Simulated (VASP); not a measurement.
All values below come from PBE GGA, VASP's PBE PAW potentials (set 64) (plane waves; VASP 6.6.1).

VASP ran on this input.

### KPOINTS
```
Automatic mesh
0
Gamma
11 11 11
0 0 0
```

**INCAR**
```
SYSTEM = FeAl
PREC = Accurate
ENCUT = 525
EDIFF = 1E-6
NELM = 100
ALGO = Normal
LREAL = .FALSE.
LASPH = .TRUE.
ISMEAR = 0
SIGMA = 0.1
GGA = PE
LMAXMIX = 4
LWAVE = .FALSE.
LCHARG = .FALSE.
ISIF = 2
```

File POSCAR:
```
FeAl
1
    2.9105820000     0.0000000000     0.0000000000
    0.0000000000     2.9105820000     0.0000000000
    0.0000000000     0.0000000000     2.9105820000
Al Fe
1 1
Direct
  0.5000000000   0.5000000000   0.5000000000
  0.0000000000   0.0000000000   0.0000000000
```

POTCAR, in this order: Al Fe (PBE.64 set). Program: vasp_std.

What VASP printed:

OSZICAR:
```
       N       E                     dE             d eps       ncg     rms          rms(c)
DAV:   1     0.328865944178E+02    0.32887E+02   -0.50271E+03  1008   0.122E+03
DAV:   2    -0.132965420154E+02   -0.46183E+02   -0.44552E+02  1010   0.182E+02
DAV:   3    -0.145385348569E+02   -0.12420E+01   -0.12110E+01  1268   0.397E+01
DAV:   4    -0.145614795476E+02   -0.22945E-01   -0.22931E-01  1287   0.477E+00
DAV:   5    -0.145619946405E+02   -0.51509E-03   -0.51508E-03  1281   0.628E-01    0.135E+01
DAV:   6    -0.169664161715E+02   -0.24044E+01   -0.79584E+01  1147   0.137E+02    0.195E+01
DAV:   7    -0.126359208598E+02    0.43305E+01   -0.40428E+01  1136   0.857E+01    0.253E+00
DAV:   8    -0.126086584847E+02    0.27262E-01   -0.21897E-01  1119   0.561E+00    0.150E+00
DAV:   9    -0.125938442883E+02    0.14814E-01   -0.45503E-02  1201   0.326E+00    0.380E-01
DAV:  10    -0.125933878152E+02    0.45647E-03   -0.86060E-04  1229   0.366E-01    0.151E-01
DAV:  11    -0.125933740129E+02    0.13802E-04   -0.19443E-05  1141   0.472E-02    0.152E-02
DAV:  12    -0.125933732422E+02    0.77067E-06   -0.29474E-06   983   0.200E-02
   1 F= -.12593373E+02 E0= -.12585083E+02  d E =-.165813E-01
```

File OUTCAR:
```
------------------------ aborting loop because EDIFF is reached ----------------------------------------
  FORCE on cell =-STRESS in cart. coord.  units (eV):
  Direction    XX          YY          ZZ          XY          YZ          ZX
  --------------------------------------------------------------------------------------
  Total       -1.0784792     -1.0784792     -1.0784792     -0.0000000     -0.0000000      0.0000000
  in kB      -70.0781867    -70.0781867    -70.0781867     -0.0000000     -0.0000000      0.0000000
  external PRESSURE =     -70.0781867 kB  Pullay stress =       0.0000000 kB
  volume of cell :       24.66
      direct lattice vectors                 reciprocal lattice vectors
     2.910582000  0.000000000  0.000000000     0.343573897  0.000000000  0.000000000
     0.000000000  2.910582000  0.000000000     0.000000000  0.343573897  0.000000000
     0.000000000  0.000000000  2.910582000     0.000000000  0.000000000  0.343573897
 POSITION                                       TOTAL-FORCE (eV/Angst)
 -----------------------------------------------------------------------------------
      1.45529      1.45529      1.45529         0.000000      0.000000      0.000000
      0.00000      0.00000      0.00000         0.000000      0.000000      0.000000
 -----------------------------------------------------------------------------------
    total drift:                                0.000000      0.000000      0.000000
  FREE ENERGIE OF THE ION-ELECTRON SYSTEM (eV)
  ---------------------------------------------------
  free  energy   TOTEN  =       -12.5933732422 eV

  energy  without entropy=      -12.5767918989  energy(sigma->0) =      -12.58508257
```
(Selected blocks of OUTCAR.)

File OUTCAR:
```
 val. band max:        7.5025169567   @ k =   0.0909   0.0909   0.0909

 cond. band min:       7.5107032774   @ k =   0.4545   0.1818   0.0000


 Fermi energy:         7.5049618801

 k-point     1 :       0.0000    0.0000    0.0000
  band No.  band energies     occupation
      1      -2.5641      2.00000
      2       5.4420      2.00000
      3       5.4420      2.00000
      4       7.6593      0.02910
      5       7.6593      0.02909
      6       7.6593      0.02909
      7      13.7827      0.00000
      8      13.7827      0.00000
      9      13.7827      0.00000

 k-point     2 :       0.0909    0.0000    0.0000
  band No.  band energies     occupation
      1      -2.4134      2.00000
      2       5.4185      2.00000
      3       5.4869      2.00000
      4       7.5668      0.38209
      5       7.5668      0.38203
      6       7.6686      0.02062
      7      12.6075      0.00000
      8      14.0040      0.00000
      9      14.0040      0.00000

 k-point     3 :       0.1818    0.0000    0.0000
  band No.  band energies     occupation
      1      -1.9656      2.00000
      2       5.2649      2.00000
      3       5.6107      2.00000
      4       7.3377      1.98201
      5       7.3377      1.98201
      6       7.6939      0.00754
      7      10.8509      0.00000
      8      14.6223      0.00000
      9      14.6223      0.00000

 k-point     4 :       0.2727    0.0000    0.0000
  band No.  band energies     occupation
      1      -1.2343      2.00000
      2       4.7402      2.00000
      3       5.7803      2.00000
      4       7.0703      2.00000
      5       7.0703      2.00000
      6       7.7272      0.00167
      7       9.5374      0.00000
      8      15.5470      0.00000
      9      15.5470      0.00000

 k-point     5 :       0.3636    0.0000    0.0000
  band No.  band energies     occupation
      1      -0.2444      2.00000
      2       3.6893      2.00000
      3       5.9449      2.00000
...
```

The structure is a typed FeAl crystal. The cell was not relaxed at this level. The run is one of a series of settings (ENCUT = 525 against the base run), some of them coarse on purpose. The run is not spin-polarised, so no magnetic state was tried. The electron count is odd and the run is not spin-polarised, which forces a metal.
